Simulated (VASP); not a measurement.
An input for Ansatz (written as the equivalent of a VASP run, and not itself run):

Ansatz 0.2 input:
```yaml
crystal:
  lattice:
    - [-0.0168009, 6.2560461, 6.3008243]
    - [6.2560461, -0.0168009, 6.3008243]
    - [3.1196226, 3.1196226, 0.0000000]
  atoms:
    - { symbol: Cd, position: [0.9961736, 0.9961736, 0.0076529] }
    - { symbol: Cd, position: [0.9947766, 0.5059410, 0.9992824] }
    - { symbol: Cd, position: [0.5059410, 0.9947766, 0.9992824] }
    - { symbol: Te, position: [0.1256149, 0.1256149, 0.2487702] }
    - { symbol: Te, position: [0.1585068, 0.6134308, 0.2280623] }
    - { symbol: Te, position: [0.6134308, 0.1585068, 0.2280623] }
    - { symbol: Te, position: [0.6057655, 0.6057655, 0.2884690] }
    - { symbol: Be, position: [0.4997908, 0.4997908, 0.0004185] }
kpoints:
  mp_grid: { grid: [4, 4, 7] }
hamiltonian:
  xc: pbesol
  pseudopotentials: { kind: paw }
scf:
  occupations: { method: tetrahedron }
  max_iter: 100
output: { forces: true, stress: true, eigenvalues: true }
```

Problem. Translate this input to VASP (INCAR, KPOINTS, POSCAR, choice of POTCAR).

Solution. This is not unique; one that fits is 
KPOINTS:
```
Automatic mesh
0
Gamma
4 4 7
0 0 0
```

File POSCAR:
```
BeCd3Te4
1
   -0.0168008676     6.2560461150     6.3008242935
    6.2560461150    -0.0168008676     6.3008242935
    3.1196226237     3.1196226237     0.0000000000
Cd Te Be
3 4 1
Direct
  0.9961735601   0.9961735601   0.0076528799
  0.9947765636   0.5059410291   0.9992824074
  0.5059410291   0.9947765636   0.9992824074
  0.1256149120   0.1256149120   0.2487701759
  0.1585068396   0.6134308488   0.2280623116
  0.6134308488   0.1585068396   0.2280623116
  0.6057654841   0.6057654841   0.2884690318
  0.4997907627   0.4997907627   0.0004184745
```

**INCAR**
```
ALGO = Normal
EDIFF = 1E-7
ENCUT = 400
GGA = PS
ISIF = 2
ISMEAR = -5
LASPH = .TRUE.
LCHARG = .TRUE.
LEFG = .TRUE.
LMAXMIX = 4
LORBIT = 11
LREAL = .FALSE.
LWAVE = .FALSE.
NEDOS = 601
NELM = 100
PREC = Accurate
SYSTEM = BeCd3Te4
```

POTCAR, in this order: Cd Te Be (PBE.64 set). Program: vasp_std.

Limits of the translation: each code has its own PAW files, so the cut-off isn't converted (ENCUT is set for VASP's; basis.ecutwfc is left out, and Ansatz then takes the one that its files recommend); Ansatz stops its SCF on the density residual and VASP on the energy change (EDIFF); the field gradients of LEFG aren't asked of the other code.

The structure was generated: BeCd3Te4 was put into an ordered model structure (Amm2), which need not be its known phase. It was relaxed first.
